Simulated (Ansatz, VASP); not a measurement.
## Cross-check of ZrTeSe between VASP and Ansatz

Aim: how closely do two programs agree when they are given the same cell, functional and k mesh? The cell is taken from a series of runs on this material, whose earlier steps may have relaxed, scaled, displaced or heated it; both programs get it as it stands.

Method: plane waves, with VASP 6.6.1 beside it; zone-centre phonons at PBEsol, in Ansatz 0.2.0.

## 1. Starting point

The cell holds 3 atoms: 1 Zr, 1 Se and 1 Te. Cell: a = 3.808 Å, b = 3.808 Å, c = 30.000 Å, α = 90.0°, β = 90.0°, γ = 120.0°. Vacuum lies along c.

Coordinates:

```cif
data_structure
_symmetry_space_group_name_H-M 'P 1'
_symmetry_Int_Tables_number 1
_cell_length_a 3.8077
_cell_length_b 3.8077
_cell_length_c 30.0000
_cell_angle_alpha 90.000
_cell_angle_beta 90.000
_cell_angle_gamma 120.000
_cell_volume 376.69
loop_
_atom_site_label
_atom_site_type_symbol
_atom_site_fract_x
_atom_site_fract_y
_atom_site_fract_z
_atom_site_occupancy
Zr1 Zr 0.00000 0.00000 0.33670 1
Se2 Se 0.33333 0.66667 0.38636 1
Te3 Te 0.66667 0.33333 0.27361 1
```

## 2. Ansatz: zone-centre phonons, PBEsol

Ansatz runs on its PAW soft_1 files.

Second derivatives magnify differences that forces hide, and they need a tight electronic threshold.

Input file input.yaml:

```yaml
crystal:
  lattice:
    - [3.8077078611, 0.0, 0.0]
    - [-1.9038539306, 3.2975717379, 0.0]
    - [0.0, 0.0, 30.0]
  atoms:
    - { symbol: Zr, position: [0.0, 0.0, 0.3366972572] }
    - { symbol: Se, position: [0.3333333333, 0.6666666667, 0.3863553994] }
    - { symbol: Te, position: [0.6666666667, 0.3333333333, 0.27361401] }
  periodic: [true, true, false]
kpoints:
  mp_grid: { grid: [12, 12, 1] }
hamiltonian:
  xc: pbesol
  pseudopotentials: { kind: paw, azcp: { folder: soft_1 }, xc_functional: pbe }
scf:
  occupations: { method: methfessel_paxton, width: 0.2 }
output:
  eigenvalues: true
phonons:
  method: dfpt
```

Started as:

```sh
ansatz run input.yaml --threads 4 --pin off --max-ram 16384MiB --backend cpu --events-out ev --progress --plain --runs-dir out
```

Numbers of over 12 decimals in the logs are rounded to 6 here.

What it wrote:

```text
Engine: ansatz 0.2.0, aarch64-unknown-linux-gnu
Pseudopotentials: kind: paw
Pseudopotential: Zr, paw, valence charge 12, recommended cutoff 420 eV (normal), soft_1/Zr.paw.azcp
Pseudopotential: Se, paw, valence charge 16, recommended cutoff 420 eV (normal), soft_1/Se.paw.azcp
Pseudopotential: Te, paw, valence charge 16, recommended cutoff 420 eV (normal), soft_1/Te.paw.azcp
Functional definition: PBEsol
  exchange = pbesol_x
  correlation = pbesol_c
Crystal: 3 atoms, lattice volume = 376.686 Å³
Basis set: ecut = 420 eV, 7325 PW (Γ), exchange–correlation on 54×54×432 points (8 copies of the dense FFT grid, shifted against one another)
Bands: 27, of which v1, the nominal top of the filled ones, is band 22 counted from 1 (21 counted from 0)
Symmetry: 6 space group operations
k-points: 43 of 144 (irreducible under 2 space group operations, time reversal used)
Non-local potential: Zr, projectors of the file, l = 0: 3, l = 1: 2, l = 2: 2, l = 3: 1
Non-local potential: Se, projectors of the file, l = 0: 2, l = 1: 2, l = 2: 3, l = 3: 1
Non-local potential: Te, projectors of the file, l = 0: 2, l = 1: 2, l = 2: 2, l = 3: 1
PAW form: soft (Blöchl's): semilocal exchange-correlation on the pseudo side does not see the compensation charge
PAW frozen core: Zr, regenerated for the run's functional, and the local potential with it (the file was generated under x = pbe(κ = 0.804, μ = 0.219515), c = pbe(β = 0.066725))
PAW frozen core: Se, regenerated for the run's functional, and the local potential with it (the file was generated under x = pbe(κ = 0.804, μ = 0.219515), c = pbe(β = 0.066725))
PAW frozen core: Te, regenerated for the run's functional, and the local potential with it (the file was generated under x = pbe(κ = 0.804, μ = 0.219515), c = pbe(β = 0.066725))
PAW one-centre angular grid: Zr, 590 points (default); XC on 64 Gauss nodes
PAW one-centre angular grid: Se, 590 points (default); XC on 64 Gauss nodes
PAW one-centre angular grid: Te, 590 points (default); XC on 64 Gauss nodes
Initial density: superposition of atomic densities (neutral atoms: chi_scale 0, normalization atom)
Initial wavefunctions: pseudopotential atomic-orbital guess
Functional: x = pbesol(κ = 0.804, μ = 0.123457), c = pbesol(β = 0.046)
SCF iter   1: F=—  HF=-16458.115204 eV  |F-HF|=—  |Δ(HF+E_count)|=         —  Δρ=1.41e-2  dr2=1.39e0  ethr=3.10e-3  ⟨swp⟩=13.4  Hψ=8054  notcnv=0
preconditioner: auto → LDOS  [metal: Δε(μ)=0.127 eV  Ē_g=7.747 eV  σ=0.200 eV  W_gap=0.46  n_scr=24 (ndim 8)  ℏωp=7.7 eV  f_vac=0.750  D(μ)=0.71/eV (n_scr^D=4)  β→1.0]
SCF iter   2: F=—  HF=-16458.307003 eV  |F-HF|=—  |Δ(HF+E_count)|=   1.92e-1  S|Δr|=    0.00e0  Δρ=1.19e-2  dr2=3.15e0  ethr=3.10e-3  ⟨swp⟩=5.1  Hψ=3484  notcnv=0  defer=6  recentre
SCF iter   3: F=—  HF=-16457.763326 eV  |F-HF|=—  |Δ(HF+E_count)|=   5.44e-1  S|Δr|=    0.00e0  Δρ=3.89e-3  dr2=2.62e-1  ethr=3.10e-3  ⟨swp⟩=4.8  Hψ=3555  notcnv=0  defer=6
SCF iter   4: F=—  HF=-16457.727927 eV  |F-HF|=—  |Δ(HF+E_count)|=   3.54e-2  S|Δr|=    0.00e0  Δρ=1.05e-3  dr2=8.60e-3  ethr=5.95e-4  ⟨swp⟩=2.5  Hψ=1799  notcnv=0  defer=6
SCF iter   5: F=—  HF=-16457.726194 eV  |F-HF|=—  |Δ(HF+E_count)|=   1.73e-3  S|Δr|=    0.00e0  Δρ=2.12e-4  dr2=1.40e-4  ethr=1.96e-5  ⟨swp⟩=3.7  Hψ=2408  notcnv=0  defer=6
SCF iter   6: F=—  HF=-16457.726252 eV  |F-HF|=—  |Δ(HF+E_count)|=   5.89e-5  S|Δr|=    0.00e0  Δρ=5.63e-5  dr2=1.96e-5  ethr=3.18e-7  ⟨swp⟩=4.0  Hψ=2840  notcnv=0  defer=6
SCF iter   7: F=—  HF=-16457.726263 eV  |F-HF|=—  |Δ(HF+E_count)|=   1.02e-5  S|Δr|=    0.00e0  Δρ=1.58e-5  dr2=1.36e-6  ethr=4.46e-8  ⟨swp⟩=3.2  Hψ=2192  notcnv=0  defer=6
SCF iter   8: F=—  HF=-16457.726339 eV  |F-HF|=—  |Δ(HF+E_count)|=   7.69e-5  S|Δr|=    0.00e0  Δρ=4.00e-6  dr2=4.92e-8  ethr=3.09e-9  ⟨swp⟩=2.9  Hψ=1736  notcnv=0  defer=6
SCF iter   9: F=—  HF=-16457.726340 eV  |F-HF|=—  |Δ(HF+E_count)|=   2.92e-7  S|Δr|=    0.00e0  Δρ=1.02e-6  dr2=5.03e-9  ethr=1.12e-10  ⟨swp⟩=3.6  Hψ=2698  notcnv=0  defer=6
SCF iter  10: F=—  HF=-16457.726340 eV  |F-HF|=—  |Δ(HF+E_count)|=   1.53e-8  S|Δr|=    0.00e0  Δρ=3.39e-7  dr2=7.72e-10  ethr=1.14e-11  ⟨swp⟩=2.9  Hψ=2349  notcnv=0  defer=6
SCF iter  11: F=—  HF=-16457.726340 eV  |F-HF|=—  |Δ(HF+E_count)|=   2.14e-9  S|Δr|=    0.00e0  Δρ=9.01e-8  dr2=5.82e-11  ethr=1.75e-12  ⟨swp⟩=3.2  Hψ=2220  notcnv=0  defer=6
SCF iter  12: F=-16457.726340 eV  HF=-16457.726340 eV  |F-HF|=5.89e-10  |Δ(HF+E_count)|=  6.95e-10  S|Δr|=    0.00e0  Δρ=3.63e-8  dr2=6.32e-12  ethr=1.00e-12  ⟨swp⟩=16.0  Hψ=8523  notcnv=0
SCF 1 converged in 12 iterations: F = -16457.726340 eV  dr2 = 6.32e-12
  greatest PAW one-centre occupation: 1.000 electrons in one spin orbital (limit 2), on the Se atom at site 1 (counted from 0), in its partial waves of l = 2
DFPT response loops at Γ: preconditioner auto → none (partly filled bands, converged f_vac=0.758); β = 0.50; Broyden in place of MSR1
SCF converged after 12 iterations
Stability not checked: this state was not tested for a lower state beside it, because cold or Methfessel-Paxton smearing, or corrected tetrahedra, fill the levels in a way that the test cannot read (fill_not_monotonic; see scf.lower_state_search)
Free energy (F): -16457.726340 eV
Harris-Foulkes:  -16457.726340 eV  (|F-HF|=5.89e-10)
Internal energy: -16457.723585 eV  (E = F + TS)
E sigma→0 (E₀):  -16457.725651 eV
Entropy (-TS):   -0.002755 eV (-0.918 meV/atom)
Fermi energy:    -4.943605 eV
--- Per-component energies (eV) ---
  E_band       = -1398.304561
  E_kinetic    = 599.825116
  E_local      = -85058.369053  (includes V_loc(G=0)·N_el)
  E_nonlocal   = -208.718826
  E_hartree    = 42163.151681
  E_xc         = -359.974501
  E_vxc        = -374.846671  (∫ρ·V_xc dr)
  E_paw        = -9590.513041  (= ΣΔE_a)
  E_vpaw       = -682.497988  (= ΣTr[D̂ρ^β])
  E_aug_tail   = -0.000305  (compensation charges beyond the density's cutoff)
  E_ewald      = 35995.326360
  E_core_change = 1.548984  (= ΣΔE_core)
  E_smearing   = -0.002755  (= −TS)
  E_closure    = 0.000000  (closes the sum)
  Σ components = -16457.726340   (vs F -16457.726340, Δ=0.00e0)
--- Band table (eV; the first three rows and the last of 43) ---
  k-point 0: bands = [... 18 lower, -7.6678, -6.6473, -4.5434, -4.5434, -4.2083, -4.2083, -3.7949, -1.0412, ... 1 higher]
  k-point 1: bands = [... 18 lower, -7.6445, -6.4464, -5.3256, -4.9631, -4.1117, -3.7769, -3.5298, -1.3514, ... 1 higher]
  k-point 2: bands = [... 18 lower, -7.5970, -6.5817, -6.0972, -5.4122, -4.2819, -3.3130, -3.2361, -1.7867, ... 1 higher]
  k-point 42: bands = [... 18 lower, -8.0599, -7.6720, -7.3699, -6.7471, -3.8042, -3.3206, -2.4912, -1.6700, ... 1 higher]
--- Phonons (Γ-DFPT): 6 representative perturbations + reference, on 43 of 144 k-points (Σ response iterations 26) ---
  k mesh reduced under 2 symmetry operations, with k and −k counted as one. Each operation leaves every solved perturbation unchanged. A smaller set is not used because it would not reduce the number of displacements times k-points to solve
  ASR residual: 9.370e-5 → 0.000e0 eV/Å²; symmetrization residual: 4.988e-5 eV/Å²
  ASR residual per site (eV/Å²): 9.37e-5 4.02e-5 8.41e-5
  Γ frequencies (cm⁻¹): 0.00 0.00 0.00 97.56 97.56 152.27 152.27 155.75 247.59
  non-analytic LO–TO correction: not included (Born effective charges unavailable; polar crystals: no LO–TO splitting at Γ)
```

Reading the cycles: dr2 is the Hartree energy of the density residual (eV), the measure of convergence; HF is the Harris–Foulkes estimate of the energy, which meets the free energy F at convergence.

(Part 1 of 2 ends here.)

[Lines on the potential files, build, host, timing and source positions are cut from VASP's logs without a mark.]

[Logs are printed without paths, hosts, clocks, repeated set-up lines and the standing remarks that a program may print on its own settings, such as how far it seeks lower states.]

[Hosts, paths, dates, database ids (printed as entryN), source tags and the programs' standing remarks are cut or masked in the printed files.]
